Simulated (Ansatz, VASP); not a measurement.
# Cross-check of SnGeTe2 between VASP and Ansatz

Wanted: the spread between two codes on one cell, functional and k mesh. The structure shown is the start of the Ansatz relaxation below; VASP solves that cell, so the two are compared at the walk's first step.

Calculated with Ansatz 0.2.0; plane waves, with VASP 6.6.1 beside it; single point at PBE.

### 1. The structure

The cell holds 4 atoms: 2 Te, 1 Sn and 1 Ge. Cell: a = 4.981 Å, b = 4.217 Å, c = 29.997 Å, α = 90.0°, β = 90.0°, γ = 90.0°. Vacuum lies along c. The height across the vacuum is the one that the program set for its solve, not the one typed.

### 2. Ansatz: relaxation, PBE

Ansatz runs on its default PAW (the set named soft_2) files.

The two programs are compared at the cell with which this relaxation starts, whose forces are those of its first step.

Input file input.yaml:

```yaml
crystal:
  lattice:
    - [4.98072181, 0.0, 0.0]
    - [0.0, 4.21673276, 0.0]
    - [0.0, 0.0, 18.90971978]
  atoms:
    - { symbol: Te, position: [0.13241914, 0.0, 0.57159119] }
    - { symbol: Te, position: [0.6019789, 0.5, 0.44225856] }
    - { symbol: Sn, position: [0.0, 0.0, 0.41806733] }
    - { symbol: Ge, position: [0.48898564, 0.5, 0.58193267] }
  periodic: [true, true, false]
kpoints:
  mp_grid: { grid: [5, 5, 1] }
scf:
  occupations: { method: fermi_dirac, width: 0.05 }
hamiltonian:
  xc: pbe
output:
  forces: true
  stress: true
relax:
  f_tol: 0.02
  max_steps: 50
  cell: {}
```

Command:

```
> ansatz run input.yaml --threads 1 --pin off --max-ram 4096MiB --backend cpu --events-out ev --progress --plain --runs-dir out
```

Numbers of over 12 decimals in the logs are rounded to 6 here.

The log of the run:

```text
Warning: crystal.periodic: the lattice vector that does not repeat stood 0.000° off the slab's normal, 18.910 Å along it as the deck builds it. The run solves the slab on a vector along the normal, 29.997 Å long, with every atom where it was (on the deck's vector they left 15.81 Å outside them, and the widest stretch free of ions among them is 2.45 Å). A fractional position that the run reports is one of the run's ce [...]
crystal.periodic: the lattice vector that does not repeat stood 0.000° off the slab's normal, 18.910 Å along it as the deck builds it. The run solves the slab on a vector along the normal, 29.997 Å long, with every atom where it was (on the deck's vector they left 15.81 Å outside them, and the widest stretch free of ions among them is 2.45 Å). A fractional position that the run reports is one of the run's cell, which [...]
Engine: ansatz 0.2.0, aarch64-unknown-linux-gnu
Pseudopotentials: kind: paw
Pseudopotential: Te, paw, valence charge 16, recommended cutoff 420 eV (normal), Te.paw.azcp
Pseudopotential: Sn, paw, valence charge 14, recommended cutoff 420 eV (normal), Sn.paw.azcp
Pseudopotential: Ge, paw, valence charge 14, recommended cutoff 420 eV (normal), Ge.paw.azcp
Functional definition: PBE
  parameter kappa = 0.804
  parameter beta = 0.066725
  exchange = pbe_x(kappa = kappa, mu = beta*pi^2/3)
  correlation = pbe_c(beta = beta)
Crystal: 4 atoms, lattice volume = 630.014 Å³
Basis set: ecut = 420 eV, 12235 PW (Γ), exchange–correlation on 72×60×432 points (8 copies of the dense FFT grid, shifted against one another)
Bands: 36, of which v1, the nominal top of the filled ones, is band 30 counted from 1 (29 counted from 0)
Symmetry: 2 space group operations
Space group: Pm (ITA 6), of the structure as read, at distance tolerance 8.6e-5 Å
k-points: 9 of 25 (time reversal used)
Non-local potential: Te, projectors of the file, l = 0: 2, l = 1: 2, l = 2: 2, l = 3: 2
Non-local potential: Sn, projectors of the file, l = 0: 2, l = 1: 2, l = 2: 2, l = 3: 2
Non-local potential: Ge, projectors of the file, l = 0: 2, l = 1: 2, l = 2: 3, l = 3: 1
PAW form: soft (Blöchl's): semilocal exchange-correlation on the pseudo side does not see the compensation charge
PAW one-centre angular grid: Te, 590 points (default); XC on 64 Gauss nodes
PAW one-centre angular grid: Sn, 590 points (default); XC on 64 Gauss nodes
PAW one-centre angular grid: Ge, 590 points (default); XC on 64 Gauss nodes
Initial density: superposition of atomic densities (neutral atoms: chi_scale 0, normalization atom), corrected by the library's trained network
Initial wavefunctions: pseudopotential atomic-orbital guess
Functional: x = pbe(κ = 0.804, μ = 0.219515), c = pbe(β = 0.066725)
[...]
SCF iter   4: F=—  HF=-24279.568786 eV  |F-HF|=—  |Δ(HF+E_count)|=   7.78e-5  Δρ=4.52e-5  dr2=1.11e-4  ethr=5.09e-7  ⟨swp⟩=2.3  Hψ=386  notcnv=0
SCF iter   5: F=—  HF=-24279.568777 eV  |F-HF|=—  |Δ(HF+E_count)|=   8.88e-6  Δρ=1.19e-5  dr2=2.77e-6  ethr=1.85e-7  ⟨swp⟩=2.1  Hψ=393  notcnv=0
SCF iter   6: F=-24279.568777 eV  HF=-24279.568777 eV  |F-HF|=2.15e-8  |Δ(HF+E_count)|=   3.30e-7  Δρ=3.86e-6  dr2=1.21e-7  ethr=6.67e-10  ⟨swp⟩=5.1  Hψ=1563  notcnv=0
SCF 8 converged in 6 iterations: F = -24279.568777 eV  dr2 = 1.21e-7
relax step   8: F+E_penalty+E_count = -24279.56877711 eV  Δ(F+E_penalty+E_count) = -2.584e-3 eV  max|allowed force component| = 6.236e-2 eV/Å  Δτ_max = 0.0103 Å  P = -0.010 N/m  Ω = 608.046 Å³  energy of the carried Pulay correction = +7.165e-4 eV  fix = [c, alpha, beta]  reactions: c +0.000 N/m; beta -0.000 N/m/rad  (6 SCF iters, dr2 threshold 4.00e-7 eV, accepted)
[...]
relax step   9: F+E_penalty+E_count = -24279.56981091 eV  Δ(F+E_penalty+E_count) = -1.034e-3 eV  max|allowed force component| = 2.526e-2 eV/Å  Δτ_max = 0.0148 Å  P = +0.024 N/m  Ω = 607.079 Å³  energy of the carried Pulay correction = +7.487e-4 eV  fix = [c, alpha, beta]  reactions: c +0.000 N/m; beta -0.000 N/m/rad  (5 SCF iters, dr2 threshold 2.43e-7 eV, accepted)
[...]
relax step  10: F+E_penalty+E_count = -24279.56992929 eV  Δ(F+E_penalty+E_count) = -1.184e-4 eV  max|allowed force component| = 1.573e-2 eV/Å  Δτ_max = 0.0082 Å  P = -0.021 N/m  Ω = 606.672 Å³  energy of the carried Pulay correction = +7.622e-4 eV  fix = [c, alpha, beta]  reactions: c +0.000 N/m; beta +0.000 N/m/rad  (6 SCF iters, dr2 threshold 3.99e-8 eV, accepted)
[...]
relax step  11: F+E_penalty+E_count = -24279.56943349 eV  Δ(F+E_penalty+E_count) = +4.958e-4 eV  max|allowed force component| = 1.564e-2 eV/Å  Δτ_max = 0.0000 Å  P = -0.024 N/m  Ω = 606.672 Å³  fix = [c, alpha, beta]  reactions: c +0.000 N/m; beta +0.000 N/m/rad  stress off target by 3.27e-2 N/m on what of the cell is left free  SCF on the basis re-selected at this cell (its energy is not comparable with the rows above)  (9 SCF iters)
basis re-selected at this cell: Δ(F+E_penalty+E_count) = +4.958e-4 eV, ΔP = -0.002 N/m vs the last step (what re-selecting the basis moved, of the pressure what is left beyond the Pulay correction that the steps carried, after the strain that the cell walked since its last selection, with what the two solves' SCF thresholds leave and, on support functions, any second-order correction that the steps lacked; it is no measure of the basis error at this ecutwfc). The dense FFT grid was sized anew with the basis: this SCF ran on 32×30×216 points, the steps before it on 36×30×216, so part of this shift can come from that change (see relax.cell in the input reference). [rest of the remark cut]
SCF converged after 9 iterations
Free energy (F): -24279.569433 eV
Harris-Foulkes:  -24279.569433 eV  (|F-HF|=1.51e-9)
Internal energy: -24279.569415 eV  (E = F + TS)
E sigma→0 (E₀):  -24279.569424 eV
Entropy (-TS):   -0.000019 eV (-0.005 meV/atom)
Fermi energy:    -3.850023 eV
--- Per-component energies (eV) ---
  E_band       = -1550.217264
  E_kinetic    = 653.668102
  E_local      = -98959.519054  (includes V_loc(G=0)·N_el)
  E_nonlocal   = -239.539327
  E_hartree    = 49387.961486
  E_xc         = -705.479034
  E_vxc        = -366.510494  (∫ρ·V_xc dr)
  E_paw        = -15472.963431  (= ΣΔE_a)
  E_vpaw       = -1414.239185  (= ΣTr[D̂ρ^β])
  E_aug_tail   = -0.000063  (compensation charges beyond the density's cutoff)
  E_ewald      = 41056.301906
  E_smearing   = -0.000019  (= −TS)
  E_closure    = -0.000000  (closes the sum)
  Σ components = -24279.569433   (vs F -24279.569433, Δ=0.00e0)
--- Forces (eV/Å), atoms counted from 1 ---
  atom   1  Te    -0.00079466    -0.00000000    -0.00249584
  atom   2  Te     0.01563908    -0.00000000     0.00150942
  atom   3  Sn    -0.01127421     0.00000000     0.00189263
  atom   4  Ge    -0.00357025     0.00000000    -0.00090640
  max |Σ_I F_I| component: 1.95e-7 eV/Å
--- 2D stress c σ (N/m, compression-positive) ---
       -0.032699      -0.000000      -0.000000
       -0.000000      -0.014650      -0.000000
       -0.000000      -0.000000      -0.000000
  P = ½ c Tr σ = -0.0237 N/m
--- Relaxed structure (10 steps of the walk, 10 accepted, 1 SCFs on fresh bases) ---
  F+E_penalty+E_count = -24279.56943349 eV   max|allowed force component| = 1.564e-2 eV/Å   (the final SCF, on the basis selected at the relaxed cell)
  cell:  # Å, volume = 606.6718 Å³
    - [4.603375, 0.0, 0]
    - [0.0, 4.393346, 0.0]
    - [0, 0.0, 29.997295]
  atoms:
    - { symbol: Te, position: [0.104075, 0.0, 0.369299] }
    - { symbol: Te, position: [0.576519, 0.500000, 0.268066] }
    - { symbol: Sn, position: [0.033402, 0.0, 0.272794] }
    - { symbol: Ge, position: [0.509388, 0.500000, 0.359333] }
```

### 3. VASP: single point, PBE, start cell

The same cell, functional, mesh and smearing now go to VASP, with its own data sets.

Lines of VASP's logs that name or quote its potential files are left out, and so is its time.

Input file INCAR:

```
SYSTEM = SnGeTe2
PREC = Accurate
ENCUT = 410
EDIFF = 1E-06
NELM = 120
ISMEAR = -1
SIGMA = 0.05
LREAL = .FALSE.
ALGO = Normal
GGA = PE
NBANDS = 26
LORBIT = 11
LWAVE = .FALSE.
LCHARG = .FALSE.
ISIF = 2
LDIPOL = .TRUE.
IDIPOL = 3
DIPOL = 0.5 0.5 0.317
LVHAR = .TRUE.
LASPH = .TRUE.
GGA_COMPAT = .FALSE.
EFERMI = MIDGAP
NELMDL = -8
```

Input file POSCAR:

```
SnGeTe2
1.0
    4.9807220000      0.0000000000      0.0000000000
    0.0000000000      4.2167330000      0.0000000000
    0.0000000000      0.0000000000     29.9972950000
Te Sn Ge
2 1 1
Direct
    0.1324191553      0.0000000000      0.3603201222
    0.6019787894      0.4999998814      0.2787913043
    0.0000000000      0.0000000000      0.2635416293
    0.4889855326      0.4999998814      0.3668392100
```

Input file KPOINTS:

```
Automatic mesh
0
Gamma
5 5 1
0 0 0
```

PAW data sets: Te, Sn_d and Ge_d (PBE family, release 64).

Command:

```
> mpirun -np 1 vasp_std
```

The log of the run:

```text
[banner, memory and clock lines left out]
running    1 mpi-ranks, on    1 nodes
 distrk:  each k-point on    1 cores,    1 groups
 distr:  one band on    1 cores,    1 groups

 POSCAR found type information on POSCAR TeSnGe
 POSCAR found :  3 types and       4 ions
 LDA part: xc-table for (Slater+PW92), standard interpolation
 POSCAR, INCAR and KPOINTS ok, starting setup
 FFT: planning ... GRIDC
 FFT: planning ... GRID_SOFT
 FFT: planning ... GRID
 WAVECAR not read
 entering main loop
       N       E                     dE             d eps       ncg     rms          rms(c)
DAV:   1     0.225609698419E+03    0.22561E+03   -0.15409E+04   620   0.106E+03
DAV:   2     0.123229006383E+02   -0.21329E+03   -0.21020E+03   574   0.236E+02
DAV:   3    -0.141209357939E+02   -0.26444E+02   -0.26353E+02   656   0.101E+02
DAV:   4    -0.150717524358E+02   -0.95082E+00   -0.94936E+00   632   0.222E+01
DAV:   5    -0.150939920887E+02   -0.22240E-01   -0.22237E-01   738   0.338E+00
DAV:   6    -0.150944338299E+02   -0.44174E-03   -0.44174E-03   720   0.363E-01
DAV:   7    -0.150944514837E+02   -0.17654E-04   -0.17654E-04   698   0.722E-02
DAV:   8    -0.150944524443E+02   -0.96054E-06   -0.96057E-06   712   0.154E-02    0.652E+00
DAV:   9    -0.149679925991E+02    0.12646E+00   -0.30336E-01   532   0.269E+00    0.412E+00
DAV:  10    -0.149455314838E+02    0.22461E-01   -0.18478E-01   516   0.192E+00    0.635E-01
DAV:  11    -0.149418367572E+02    0.36947E-02   -0.15864E-02   584   0.851E-01    0.508E-01
DAV:  12    -0.149407362416E+02    0.11005E-02   -0.26593E-03   556   0.241E-01    0.317E-01
DAV:  13    -0.149392580445E+02    0.14782E-02   -0.14021E-03   562   0.159E-01    0.857E-02
DAV:  14    -0.149388764634E+02    0.38158E-03   -0.46413E-04   650   0.938E-02    0.689E-02
[...]
DAV:  21    -0.149394934333E+02   -0.38369E-04   -0.51829E-07   448   0.260E-03    0.118E-03
DAV:  22    -0.149395212847E+02   -0.27851E-04   -0.22287E-06   440   0.321E-03    0.145E-03
DAV:  23    -0.149395289868E+02   -0.77021E-05   -0.12508E-07   398   0.150E-03    0.744E-04
DAV:  24    -0.149395431274E+02   -0.14141E-04   -0.54664E-07   366   0.190E-03    0.850E-04
DAV:  25    -0.149395464068E+02   -0.32794E-05   -0.55947E-08   432   0.849E-04    0.457E-04
DAV:  26    -0.149395487756E+02   -0.23688E-05   -0.40386E-08   372   0.603E-04    0.286E-04
DAV:  27    -0.149395499878E+02   -0.12122E-05   -0.15683E-08   398   0.520E-04    0.162E-04
DAV:  28    -0.149395504295E+02   -0.44170E-06   -0.23655E-09   324   0.270E-04
   1 F= -.14939550E+02 E0= -.14939547E+02  d E =-.739288E-05
```

OUTCAR, selected parts (step 3):

```text
ion  position               nearest neighbor table
   1  0.132  0.000  0.360-   4 2.76   4 2.76   3 2.98
   2  0.602  0.500  0.279-   4 2.70   3 2.93   3 2.93   3 3.69   3 3.69
   3  0.000  0.000  0.264-   2 2.93   2 2.93   1 2.98   2 3.69   2 3.69
   4  0.489  0.500  0.367-   2 2.70   1 2.76   1 2.76

  LATTYP: Found a simple orthorhombic cell.
 ALAT       =     4.2167330000
 B/A-ratio  =     1.1811803119
 C/A-ratio  =     7.1138710940

 Subroutine GETGRP returns: Found  2 space group operations
 (whereof  2 operations were pure point group operations)

The static configuration has the point symmetry C_1h.

 Found      9 irreducible k-points:

   k-points           NKPTS =      9   k-points in BZ     NKDIM =      9   number of bands    NBANDS=     26

   dimension x,y,z NGX =    36 NGY =   28 NGZ =  200
   dimension x,y,z NGXF=    72 NGYF=   56 NGZF=  400

   ENCUT  =  410.0 eV  30.13 Ry    5.49 a.u.   8.22  6.96 49.53*2*pi/ulx,y,z

   NELECT =      40.0000    total number of electrons

 k-points in reciprocal lattice and weights: Automatic mesh
   0.00000000  0.00000000  0.00000000       0.040
   0.20000000  0.00000000  0.00000000       0.080
   0.40000000  0.00000000  0.00000000       0.080
   0.00000000  0.20000000  0.00000000       0.080
   0.20000000  0.20000000  0.00000000       0.160
   0.40000000  0.20000000  0.00000000       0.160
   0.00000000  0.40000000  0.00000000       0.080
   0.20000000  0.40000000  0.00000000       0.160
   0.40000000  0.40000000  0.00000000       0.160

 dipolmoment           0.000000      0.000000      0.048727 electrons x Angstroem

 average (electrostatic) potential at core
       1 -96.6093       2 -96.6736       3-109.4083       4 -81.5518

 E-fermi :  -2.0149

 k-point     1 :       0.0000    0.0000    0.0000
  band No.  band energies     occupation
    ...
     16      -5.4786      2.00000
     17      -5.0125      2.00000
     18      -3.7823      2.00000
     19      -3.6798      2.00000
     20      -2.5112      1.99990
     21      -1.5426      0.00016
     22      -0.5582      0.00000
     23       0.2800      0.00000
     24       0.8075      0.00000
     25       1.2888      0.00000
    ...

 k-point     2 :       0.2000    0.0000    0.0000
  band No.  band energies     occupation
    ...
     16      -4.8669      2.00000
     17      -4.8459      2.00000
     18      -3.6547      2.00000
     19      -3.2097      2.00000
     20      -3.0742      2.00000
     21      -1.1282      0.00000
     22      -0.7444      0.00000
     23       0.0652      0.00000
     24       0.3409      0.00000
     25       1.4179      0.00000
    ...

 k-point     3 :       0.4000    0.0000    0.0000
  band No.  band energies     occupation
    ...
     16      -4.4593      2.00000
     17      -4.2667      2.00000
     18      -3.7322      2.00000
     19      -3.5029      2.00000
     20      -2.5634      1.99997
     21      -1.3071      0.00000
     22      -0.5560      0.00000
     23      -0.1247      0.00000
     24      -0.0423      0.00000
     25       0.5207      0.00000
    ...

  Total        0.9929294      1.3907790      0.4386018      0.0000000      0.0000000     -0.1538731
  in kB        2.5250992      3.5368628      1.1153997      0.0000000      0.0000000     -0.3913116
  external PRESSURE =       2.3924539 kB  Pullay stress =       0.0000000 kB

  energy-cutoff  :      410.00
  volume of cell :      630.01
      direct lattice vectors                 reciprocal lattice vectors
     4.980722000  0.000000000  0.000000000     0.200774105  0.000000000  0.000000000
     0.000000000  4.216733000  0.000000000     0.000000000  0.237150420  0.000000000
     0.000000000  0.000000000 29.997295000     0.000000000  0.000000000  0.033336339

 POSITION                                       TOTAL-FORCE (eV/Angst)
 -----------------------------------------------------------------------------------
      0.65954      0.00000     10.80863        -0.444364      0.000000     -0.052350
      2.99829      2.10837      8.36298        -0.203729      0.000000     -0.382300
      0.00000      0.00000      7.90554         0.252830      0.000000      0.163466
      2.43550      2.10837     11.00418         0.395263      0.000000      0.271184
 -----------------------------------------------------------------------------------
    total drift:                               -0.001873      0.000465      0.001996

  FREE ENERGIE OF THE ION-ELECTRON SYSTEM (eV)
  ---------------------------------------------------
  free  energy   TOTEN  =       -14.9395504295 eV

  energy  without entropy=      -14.9395430366  energy(sigma->0) =      -14.93954673

 vacuum level on the upper side and lower side of the slab         2.141         1.722

 total charge
# of ion       s       p       d       tot
------------------------------------------
    1        1.382   1.968   0.026   3.376
    2        1.377   1.997   0.029   3.403
    3        1.340   0.813   9.972  12.125
    4        1.309   0.848  10.004  12.161
--------------------------------------------------
tot          5.407   5.626  20.030  31.064

[... 3 further parts left out ...]
```

The gap is read on the k-mesh alone, so it is an upper bound where the band edges lie off the mesh.

### 4. Comparison

Known differences besides the potentials themselves: Ansatz cuts the interaction across the vacuum, VASP repeats the sheet with a dipole correction; the data sets hold 60 valence electrons in Ansatz (on its default PAW (the set named soft_2) files) and 40 in VASP; the cutoff is 420 eV in Ansatz and 410 eV in VASP. Total energies have different zeros and are not compared.

Forces (eV/Å; atoms numbered as in POSCAR):

| atom | Ansatz x, y, z | VASP x, y, z |
| --- | --- | --- |
| Te1 | -0.433, 0.000, -0.057 | -0.444, 0.000, -0.052 |
| Te2 | -0.195, 0.000, -0.375 | -0.204, 0.000, -0.382 |
| Sn3 | 0.242, 0.000, 0.177 | 0.253, 0.000, 0.163 |
| Ge4 | 0.387, 0.000, 0.255 | 0.395, 0.000, 0.271 |

The forces differ by 8.6 meV/Å r.m.s., which is 3.5 % of the r.m.s. force of 0.243 eV/Å (both taken over all components). With vacuum in the cell, a pressure given here is an average over mostly empty space and none of the material.

### 5. What came out

| Property | Result |
| --- | --- |
| r.m.s. force difference (single point, PBE, start cell) | 3.5 % of the r.m.s. force |

The r.m.s. force difference is 3.5 % of the r.m.s. force (single point, PBE, start cell), beyond the 3 % picked in this series as the mark of a large difference. The data sets hold unlike numbers of valence electrons (60 in Ansatz and 40 in VASP), so part of the differences comes from the potentials. 1 further run of this series is not shown here. How closely two codes agree says nothing of how well the functional describes the real material.

[Lines on the potential files, build, host, timing and source positions are cut from VASP's logs without a mark.]

[Logs are printed without paths, hosts, clocks, repeated set-up lines and the standing remarks that a program may print on its own settings, such as how far it seeks lower states.]

[Hosts, paths, dates, database ids (printed as entryN), source tags and the programs' standing remarks are cut or masked in the printed files.]
